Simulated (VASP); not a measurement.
Al2SiF2:

```xyz
5
Lattice="1.5209 0.8781 8.1330 -1.5209 0.8781 8.1330 0.0000 -1.7562 8.1330" Properties=species:S:1:pos:R:3 pbc="T T T"
Al    0.0000    0.0000    9.9570
Al    0.0000    0.0000   14.4420
Si    0.0000    0.0000    0.0000
F     0.0000    0.0000   19.2420
F     0.0000    0.0000    5.1570
```

The cell was built by a generator and needn't be a form met in nature.

* Program: VASP 6.6.1
* Task: relaxation of cell and atoms
* Functional: PBE
* Potentials or basis: VASP PAW PBE potentials, release 64 (Al, Si, F)
* Cutoff: 520 eV
* k mesh: 12 × 12 × 12
* Occupations: gaussian, width 0.1 eV
* Spin: no spin polarisation

At the start: pressure 4.1 GPa; volume 13.03 Å³/atom.

Problem. Where does the relaxation end?

Solution. Over 22 steps the energy falls by 36.3 meV/atom and the volume is 13.72 Å³/atom (+5.2 %); space group R-3m (No. 166, to 0.05 Å).

Step by step:
| step | energy change (eV) | largest force (eV/Å) | pressure (GPa) | volume (Å³) |
| --- | --- | --- | --- | --- |
| 1 | 0.0000 | 0.2256 | 4.08 | 65.17 |
| 2 | -0.0733 | 0.2176 | -0.66 | 68.34 |
| 3 | -0.0770 | 0.2872 | -1.97 | 69.49 |
| 4 | -0.1234 | 0.2429 | -1.95 | 69.42 |
| 5 | -0.1272 | 0.4130 | -2.00 | 69.39 |
| 6 | -0.1583 | 0.3007 | -0.01 | 67.41 |
| 7 | -0.1620 | 0.2357 | 0.97 | 66.53 |
| 8 | -0.1668 | 0.2176 | -0.04 | 66.93 |
| 9 | -0.1674 | 0.1479 | 0.21 | 66.83 |
| 10 | -0.1699 | 0.1362 | 0.01 | 67.11 |
| 11 | -0.1736 | 0.1048 | -0.54 | 67.97 |
| 12 | -0.1755 | 0.1099 | -0.40 | 67.94 |
| 13 | -0.1789 | 0.1147 | 0.24 | 67.87 |
| 14 | -0.1792 | 0.1113 | 0.55 | 67.84 |
| 15 | -0.1807 | 0.0196 | 0.42 | 68.10 |
| 16 | -0.1809 | 0.0730 | 0.28 | 68.37 |
| 17 | -0.1810 | 0.0472 | 0.29 | 68.29 |
| 18 | -0.1815 | 0.0274 | 0.00 | 68.55 |
| 19 | -0.1815 | 0.0344 | -0.15 | 68.67 |
| 20 | -0.1815 | 0.0316 | -0.12 | 68.63 |
| 21 | -0.1815 | 0.0294 | -0.09 | 68.61 |
| 22 | -0.1816 | 0.0087 | -0.04 | 68.59 |

Final structure:
```
Al Si F
1.0
     1.48221    0.85576    9.01215
    -1.48221    0.85576    9.01215
     0.00000   -1.71151    9.01215
Al Si F
2 1 2
Direct
  0.40593 0.40593 0.40593
  0.59407 0.59407 0.59407
  0.00000 0.00000 0.00000
  0.78435 0.78435 0.78435
  0.21565 0.21565 0.21565
```
